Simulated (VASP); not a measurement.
An input for Quantum ESPRESSO's pw.x (written as the equivalent of a VASP run, and not itself run):

```
&CONTROL
  calculation = 'vc-relax'
  pseudo_dir = './pseudo'
  outdir = './out'
  tprnfor = .true.
  tstress = .true.
  nstep = 60
  forc_conv_thr = 0.00078
/
&SYSTEM
  ibrav = 0
  nat = 5
  ntyp = 2
  ecutwfc = 82.3
  occupations = 'smearing'
  smearing = 'gaussian'
  degauss = 0.003675
  input_dft = 'pbe'
  vdw_corr = 'grimme-d3'
  dftd3_version = 4
  dftd3_threebody = .false.
/
&ELECTRONS
  conv_thr = 7.3e-08
  electron_maxstep = 100
/
&IONS
/
&CELL
/
ATOMIC_SPECIES
  Bi 208.980 Bi.upf
  Te 127.600 Te.upf
CELL_PARAMETERS angstrom
    10.2224727   -2.1909483   -0.0029415
    10.2224727    2.1909483   -0.0029415
     9.7539770    0.0000000    3.7628625
ATOMIC_POSITIONS crystal
  Bi   0.3998623  0.3998623  0.3998623
  Bi   0.6001377  0.6001377  0.6001377
  Te   0.0000000  0.0000000  0.0000000
  Te   0.2099144  0.2099144  0.2099144
  Te   0.7900856  0.7900856  0.7900856
K_POINTS automatic
  5 5 5 0 0 0
```

Question: Write the VASP files for the same calculation (PBE-D3(BJ)).

Answer: One answer among several that fit: 
INCAR:
```
! general
SYSTEM  = Bi2Te3
PREC    = Accurate
ENCUT   = 520   ! plane-wave cut-off (eV)
LREAL   = F   ! projection in real space or not
LASPH   = T

! electronic loop
EDIFF   = 1E-6   ! SCF stop (eV)
NELM    = 100   ! most electronic steps
ALGO    = Normal
LMAXMIX = 4   ! l cut-off of mixed one-centre charges

! smearing
ISMEAR  = 0   ! Gaussian
SIGMA   = 0.05   ! width (eV)

! functional
GGA     = PE   ! PBE
IVDW    = 12   ! D3, Becke-Johnson

! ions
IBRION  = 2
NSW     = 60
ISIF    = 3
EDIFFG  = -0.02

! output
LWAVE   = F
LCHARG  = F
```

**KPOINTS**
```
Automatic mesh
0
Gamma
5 5 5
0 0 0
```

POSCAR:
```
Bi2Te3
1.0
 10.2224727489  -2.1909483256  -0.0029415172
 10.2224727489   2.1909483256  -0.0029415172
  9.7539769673   0.0000000000   3.7628624664
Bi Te
2 3
Direct
  0.3998623495   0.3998623495   0.3998623495
  0.6001376505   0.6001376505   0.6001376505
  0.0000000000   0.0000000000   0.0000000000
  0.2099144350   0.2099144350   0.2099144350
  0.7900855650   0.7900855650   0.7900855650
```

POTCAR, in this order: Bi_d Te (PBE.64 set). Program: vasp_std.

What does not carry over: the potentials are each code's own (VASP's PAW set, PseudoDojo norm-conserving files in pw.x), so ENCUT and ecutwfc are chosen apart and not converted; conv_thr bounds pw.x's estimated SCF error, while EDIFF bounds the energy change between steps; forc_conv_thr acts on force components and is met together with etot_conv_thr.

The compound is Bi2Te3 in the tetradymite structure. This run relaxes it. Symmetry was kept, so distortions that lower it aren't found. The start is the result of an earlier pass.
